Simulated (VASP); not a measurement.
A convergence study with VASP on CdS (space group F-43m): one setting is varied, all else stays as given below, so the limit is that of these other settings.

```yaml
crystal:
  lattice:
    - [0.00000, 2.89545, 2.89545]
    - [2.89545, 0.00000, 2.89545]
    - [2.89545, 2.89545, 0.00000]
  atoms:
    - { symbol: Cd, position: [0.00000, 0.00000, 0.00000] }
    - { symbol: S, position: [0.25000, 0.25000, 0.25000] }
```

Computed with PBE GGA, VASP's PBE PAW potentials (set 64) (plane waves; VASP). The tightest run used: 450 eV cut-off, 7×7×7 Γ-centred mesh, Gaussian smearing of 0.010 eV, potentials Cd S.

### Question
The settings run are ENCUT = 150; ENCUT = 180; ENCUT = 210; ENCUT = 255; ENCUT = 300; ENCUT = 360; ENCUT = 450. From which on does the mean ε∞ stay within 0.3  of the tightest run?

### Answer
From ENCUT = 180 on: it is off by 0.05 there and by no more than 0.3 in any finer run, while ENCUT = 150 is off by 10.05.
```csv
setting,mean ε∞,highest Γ mode (cm⁻¹),plane waves,difference judged ()
ENCUT = 150,16.74,276.5,206,10.05
ENCUT = 180,6.63,246.3,283,0.05
ENCUT = 210,6.70,245.1,343,0.02
ENCUT = 255,6.71,246.9,459,0.02
ENCUT = 300,6.71,248.4,583,0.02
ENCUT = 360,6.70,248.3,769,0.01
ENCUT = 450,6.69,248.4,1067,0.00
```

Left out are rungs that failed or repeat a setting and relaxations that didn't move; long series are thinned to 24 rows.

The structure is a typed CdS crystal (space group no. 216). The cell was not relaxed at this level.
